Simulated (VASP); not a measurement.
Input:

```
CELL_PARAMETERS angstrom
      2.26780    -3.87745     0.00000
      2.26780     3.87745     0.00000
      0.00000     0.00000     4.61791
ATOMIC_POSITIONS crystal
  Ga 0.15573 0.84427 0.91789
  Ga 0.34427 0.65573 0.41789
  Ga 0.65573 0.34427 0.58211
  Ga 0.84427 0.15573 0.08211
```

The numbers are results of optB88-vdW, VASP's PBE PAW potentials (set 64) (plane waves; VASP), not measurements. Numerical set-up: 520 eV cut-off, Gaussian smearing of 0.050 eV, potentials Ga_d.

Question: What does the run give for the band gap (along the path) with the smallest direct gap where there is one?

Answer: 
| Property | Value |
|---|---|
| band gap (along the path) | none (metal, semimetal or under 0.01 eV) |

Only differences to runs with the same potentials and settings are physical.

The compound is Ga in the alpha structure. It was relaxed first.
